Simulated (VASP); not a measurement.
```
Ta
1.0
   -1.67811     1.67811     1.67811
    1.67811    -1.67811     1.67811
    1.67811     1.67811    -1.67811
Ta
1
Direct
  0.00000   0.00000   0.00000
```

These are PW91 GGA, VASP's PBE PAW potentials (set 64) (plane waves; VASP 6.6.1) values and carry that method's errors. Run with 520 eV cut-off, 15×15×15 Γ-centred mesh, first-order Methfessel-Paxton smearing of 0.10 eV, potentials Ta_pv.

Unless said otherwise, spin-orbit coupling is left out, though it shifts the bands of the heavy elements here.

What does the run give for the energy per atom (σ→0), pressure, band gap (on the k-mesh) with the smallest direct gap where there is one?

The band gap (on the k-mesh) is none (metal, semimetal or under 0.01 eV), the energy per atom (σ→0) is -11.721 eV/atom and the pressure is -5.90 GPa.

The absolute energy has meaning only against runs of the same code, potentials and settings.

The compound is Ta in the bcc structure. This cell is one point of a volume scan, at 1.03 of the reference volume.
